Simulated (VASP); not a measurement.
An input for Ansatz (written as the equivalent of a VASP run, and not itself run):

Ansatz 0.2 input:
```yaml
crystal:
  lattice:
    - [0.0000000, 2.2990477, 2.2990477]
    - [2.2990477, 0.0000000, 2.2990477]
    - [2.2990477, 2.2990477, 0.0000000]
  atoms:
    - { symbol: Be, position: [0.0000000, 0.0000000, 0.0000000] }
    - { symbol: S, position: [0.2500000, 0.2500000, 0.2500000] }
kpoints:
  mp_grid: { grid: [10, 10, 10] }
hamiltonian:
  xc: pbesol
  pseudopotentials: { kind: paw }
scf:
  occupations: { method: gaussian, width: 0.05 }
  max_iter: 100
relax:
  max_steps: 40
  f_tol: 0.02
  cell: { p_target: 20 }
output: { forces: true, stress: true, eigenvalues: true }
```

**Question.** Translate this input to VASP (INCAR, KPOINTS, POSCAR, choice of POTCAR).

**Answer.** One answer among several that fit: 
**INCAR**
```
EDIFFG = -0.02   # ionic stop
ALGO = Normal   # blocked Davidson
PSTRESS = 200
SIGMA = 0.05   # width (eV)
NSW = 40   # most ionic steps
LCHARG = F
LASPH = T   # aspherical one-centre terms
PREC = Accurate
ISMEAR = 0
EDIFF = 1E-6
LREAL = F   # projection in real space or not
GGA = PS   # PBEsol
ISIF = 3
ENCUT = 500   # plane-wave cut-off (eV)
LWAVE = F
SYSTEM = BeS
NELM = 100   # most electronic steps
IBRION = 2   # conjugate gradients
```

File KPOINTS:
```
Regular mesh
0
gamma
10 10 10
0 0 0
```

POSCAR:
```
BeS
1.0
  0.0000000000   2.2990476682   2.2990476682
  2.2990476682   0.0000000000   2.2990476682
  2.2990476682   2.2990476682   0.0000000000
Be S
1 1
Cart
  0.0000000000   0.0000000000   0.0000000000
  1.1495238341   1.1495238341   1.1495238341
```

POTCAR, in this order: Be S (PBE.64 set). Program: vasp_std.

What does not carry over: each code has its own PAW files, so the cut-off isn't converted (ENCUT is set for VASP's; basis.ecutwfc is left out, and Ansatz then takes the one that its files recommend); Ansatz stops its SCF on the density residual and VASP on the energy change (EDIFF).

The structure was generated: BeS was put into the zinc blende type (F-43m), which need not be its known phase. It was relaxed first under an external pressure of 20 GPa.
